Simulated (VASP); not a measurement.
An input for Quantum ESPRESSO's pw.x (written as the equivalent of a VASP run, and not itself run):

```
&CONTROL
  calculation = 'scf'
  pseudo_dir = './pseudo'
  outdir = './out'
  tprnfor = .true.
  tstress = .true.
/
&SYSTEM
  ibrav = 0
  nat = 2
  ntyp = 2
  ecutwfc = 88
  occupations = 'smearing'
  smearing = 'gaussian'
  degauss = 0.003675
  input_dft = 'pz'
/
&ELECTRONS
  conv_thr = 7.3e-09
  electron_maxstep = 100
/
ATOMIC_SPECIES
  Na 22.990 Na.upf
  F 18.998 F.upf
CELL_PARAMETERS angstrom
     0.0000000    2.2062558    2.2062558
     2.2062558    0.0000000    2.2062558
     2.2062558    2.2062558    0.0000000
ATOMIC_POSITIONS crystal
  Na   0.0000000  0.0000000  0.0000000
  F    0.5000000  0.5000000  0.5000000
K_POINTS automatic
  10 10 10 0 0 0
```

Problem. Write the VASP files for the same calculation (LDA).

Solution. This is not unique; one that fits is 
### KPOINTS
```
Automatic mesh
0
Gamma
10 10 10
0 0 0
```

INCAR:
```
ALGO = Normal
EDIFF = 1E-7
ENCUT = 520
ISIF = 2
ISMEAR = 0
LASPH = .TRUE.
LCHARG = .FALSE.
LREAL = .FALSE.
LWAVE = .FALSE.
NELM = 100
PREC = Accurate
SIGMA = 0.05
SYSTEM = NaF
```

POSCAR:
```
NaF
4.4125120
  0.0000000000   0.4999999565   0.4999999565
  0.4999999565   0.0000000000   0.4999999565
  0.4999999565   0.4999999565   0.0000000000
Na F
1 1
Cart
  0.0000000000   0.0000000000   0.0000000000
  0.4999999565   0.4999999565   0.4999999565
```

POTCAR, in this order: Na_pv F (LDA.64 set). Program: vasp_std.

Limits of the translation: the potentials are each code's own (VASP's PAW set, PseudoDojo norm-conserving files in pw.x), so ENCUT and ecutwfc are chosen apart and not converted; conv_thr bounds pw.x's estimated SCF error, while EDIFF bounds the energy change between steps.

The compound is NaF in the rock salt structure. This cell is one point of a volume scan, at 0.94 of the reference volume.
